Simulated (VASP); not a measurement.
Computed with PBEsol GGA, VASP's PBE PAW potentials (set 64) (plane waves; VASP).

VASP input:

POSCAR:
```
TiC
1.0
  0.0000000000   2.1650000000   2.1650000000
  2.1650000000   0.0000000000   2.1650000000
  2.1650000000   2.1650000000   0.0000000000
Ti C
1 1
Cart
  0.0000000000   0.0000000000   0.0000000000
  2.1650000000   2.1650000000   2.1650000000
```

**INCAR**
```
ALGO = Normal
EDIFF = 1E-6
EDIFFG = -0.01
ENCUT = 520
GGA = PS
IBRION = 2
ISIF = 3
ISMEAR = 1
LASPH = .TRUE.
LCHARG = .FALSE.
LMAXMIX = 4
LREAL = .FALSE.
LWAVE = .FALSE.
NELM = 100
NSW = 60
PREC = Accurate
SIGMA = 0.1
SYSTEM = TiC
```

### KPOINTS
```
Automatic
0
G
 13 13 13
0 0 0
```

POTCAR, in this order: Ti_sv C (PBE.64 set). Program: vasp_std.

Question: What will the output report for the number of irreducible k-points (NKPTS), number of bands (NBANDS), largest plane-wave count, number of space-group operations, FFT grid (NGX, NGY, NGZ)?

Answer: 
```
Item                                          Result
--------------------------------------  ------------
number of irreducible k-points (NKPTS)            84
number of bands (NBANDS)                          12
largest plane-wave count                         559
number of space-group operations                  48
FFT grid (NGX, NGY, NGZ)                24 × 24 × 24
```

The compound is TiC in the rock salt structure. This run relaxes it. Symmetry was kept, so distortions that lower it aren't found.
